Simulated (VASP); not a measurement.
Calculation: LDA (Ceperley-Alder, Perdew-Zunger), VASP's LDA PAW potentials (set 64) (plane waves; VASP).

The input files of a VASP run:

### POSCAR
```
ZrS2
1
    3.5749660000     0.0000000000     0.0000000000
   -1.7874840000     3.0960120000     0.0000000000
    0.0000000000     0.0000000000    14.9473440000
Zr S
1 2
Direct
  0.0000000000   0.0000000000   0.5000000000
  0.3333330000   0.6666670000   0.5985910000
  0.6666670000   0.3333330000   0.4014090000
```

**KPOINTS**
```
Automatic mesh
0
Gamma
11 11 1
0 0 0
```

INCAR:
```
# general
SYSTEM  = ZrS2
PREC    = Accurate
ENCUT   = 300
LREAL   = .False.
LASPH   = .True.

# electronic loop
EDIFF   = 1E-6
NELM    = 100
ALGO    = Normal
LMAXMIX = 4

# smearing
ISMEAR  = -1
SIGMA   = 0.1

# ions
ISIF    = 2

# output
LWAVE   = .False.
LCHARG  = .False.
```

POTCAR, in this order: Zr_sv S (LDA.64 set). Program: vasp_std.

Task: What will the output report for the number of irreducible k-points (NKPTS), largest plane-wave count, number of space-group operations, FFT grid (NGX, NGY, NGZ)?

Result: 
| Item | Result |
|---|---|
| number of irreducible k-points (NKPTS) | 16 |
| largest plane-wave count | 1967 |
| number of space-group operations | 12 |
| FFT grid (NGX, NGY, NGZ) | 20 × 20 × 84 |

The cell is a sheet with vacuum, built from a generated structure.
